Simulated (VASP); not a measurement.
Crystal: SnSe2.

```
CELL_PARAMETERS angstrom
3.84190 0.00000 0.00000
-1.92095 3.32718 0.00000
0.00000 0.00000 6.48588
ATOMIC_POSITIONS crystal
Sn 0.00000 0.00000 0.00000
Se 0.66667 0.33333 0.75710
Se 0.33333 0.66667 0.24290
```

The cell is a database's computed one.

| Item | Value |
| --- | --- |
| Program | VASP 6.6.1 |
| Task | relaxation of cell and atoms |
| Functional | r2SCAN |
| Dispersion | rVV10 |
| Potentials or basis | VASP PAW PBE potentials, release 64 (Sn_d, Se) |
| Cutoff | 600 eV |
| k mesh | 9 × 9 × 4 |
| Occupations | gaussian, width 0.02 eV |
| Spin | no spin polarisation |

At the start: pressure -0.7 GPa; volume 27.64 Å³/atom.

Q: How do energy, volume and symmetry change on relaxing?

A: Over 12 steps the energy falls by 3.6 meV/atom and the volume is 26.42 Å³/atom (-4.4 %); space group P-3m1 (No. 164, to 0.05 Å).

Step by step:
```csv
step,energy change (eV),largest force (eV/Å),pressure (GPa),volume (Å³)
1,0.0000,0.0324,-0.69,82.91
2,-0.0017,0.1740,0.41,81.49
3,-0.0022,0.1286,0.05,81.93
4,-0.0035,0.0961,0.04,81.67
5,-0.0054,0.0011,0.01,80.89
6,-0.0066,0.0015,-0.01,80.73
7,-0.0092,0.0021,-0.07,80.22
8,-0.0104,0.0037,-0.14,79.20
9,-0.0107,0.0020,-0.13,79.50
10,-0.0107,0.0257,0.13,79.14
11,-0.0107,0.0132,0.01,79.30
12,-0.0108,0.0040,0.01,79.26
```

Final structure:
```xyz
3
Lattice="3.8295 0.0000 0.0000 -1.9147 3.3164 0.0000 0.0000 0.0000 6.2411" Properties=species:S:1:pos:R:3 pbc="T T T"
Sn    0.0000    0.0000    0.0000
Se    1.9147    1.1055    4.6636
Se    0.0000    2.2109    1.5775
```

Caveat: the PAW data sets were made with another functional, which shifts forces and pressure a little.
